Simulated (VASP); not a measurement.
An input for Quantum ESPRESSO's pw.x (written as the equivalent of a VASP run, and not itself run):

```
&CONTROL
  calculation = 'scf'
  pseudo_dir = './pseudo'
  outdir = './out'
  tprnfor = .true.
  tstress = .true.
/
&SYSTEM
  ibrav = 0
  nat = 16
  ntyp = 2
  ecutwfc = 102
  occupations = 'smearing'
  smearing = 'fermi-dirac'
  degauss = 0.009996
  input_dft = 'pz'
/
&ELECTRONS
  conv_thr = 7.3e-08
  electron_maxstep = 100
/
ATOMIC_SPECIES
  Cd 112.414 Cd.upf
  Se 78.971 Se.upf
CELL_PARAMETERS angstrom
     4.4281570    0.0000000    0.0000000
    -4.4281560    7.6697920    0.0000000
     0.0000000    0.0000000   14.4966500
ATOMIC_POSITIONS crystal
  Cd   0.0000000  0.0000000  0.0000000
  Cd   0.0000000  0.5000000  0.0000000
  Cd   0.0000000  0.0000000  0.5000000
  Cd   0.0000000  0.5000000  0.5000000
  Cd   0.6666670  0.1666660  0.7501800
  Cd   0.6666670  0.6666660  0.7501800
  Cd   0.3333330  0.3333340  0.2501800
  Cd   0.3333330  0.8333340  0.2501800
  Se   0.0000000  0.0000000  0.8121600
  Se   0.0000000  0.5000000  0.8121600
  Se   0.0000000  0.0000000  0.3121600
  Se   0.0000000  0.5000000  0.3121600
  Se   0.6666670  0.1666660  0.5632900
  Se   0.6666670  0.6666660  0.5632900
  Se   0.3333330  0.3333340  0.0632900
  Se   0.3333330  0.8333340  0.0632900
K_POINTS automatic
  8 4 2 0 0 0
```

### Question
Write the VASP files for the same calculation (LDA).

### Answer
One answer among several that fit: 
File KPOINTS:
```
kpoints
0
G
  8 4 2
0 0 0
```

### POSCAR
```
CdSe
1.0
  4.4281570000   0.0000000000   0.0000000000
 -4.4281560000   7.6697920000   0.0000000000
  0.0000000000   0.0000000000  14.4966500000
Cd Se
8 8
Cart
  0.0000000000   0.0000000000   0.0000000000
 -2.2140780000   3.8348960000   0.0000000000
  0.0000000000   0.0000000000   7.2483250000
 -2.2140780000   3.8348960000   7.2483250000
  2.2140830948   1.2782935535  10.8750968970
  0.0000050948   5.1131895535  10.8750968970
 -0.0000040948   2.5566024465   3.6267718970
 -2.2140820948   6.3914984465   3.6267718970
  0.0000000000   0.0000000000  11.7735992640
 -2.2140780000   3.8348960000  11.7735992640
  0.0000000000   0.0000000000   4.5252742640
 -2.2140780000   3.8348960000   4.5252742640
  2.2140830948   1.2782935535   8.1658179785
  0.0000050948   5.1131895535   8.1658179785
 -0.0000040948   2.5566024465   0.9174929785
 -2.2140820948   6.3914984465   0.9174929785
```

**INCAR**
```
! general
SYSTEM =CdSe
PREC   =Accurate
ENCUT  =300
LREAL  =Auto
LASPH  =.True.

! electronic loop
EDIFF  =1E-6
NELM   =100
ALGO   =Normal
LMAXMIX=4

! smearing
ISMEAR =-1
SIGMA  =0.136

! ions
ISIF   =2

! output
LWAVE  =.False.
LCHARG =.False.
```

POTCAR, in this order: Cd Se (LDA.64 set). Program: vasp_std.

What does not carry over: the potentials are each code's own (VASP's PAW set, PseudoDojo norm-conserving files in pw.x), so ENCUT and ecutwfc are chosen apart and not converted; conv_thr bounds pw.x's estimated SCF error, while EDIFF bounds the energy change between steps.

The structure was generated: CdSe was put into an ordered model structure, which need not be its known phase. The cell was not relaxed at this level. The run is one of a series of settings (LREAL = Auto, KPOINTS 8×4×2 Γ-centred mesh against the base run), some of them coarse on purpose.
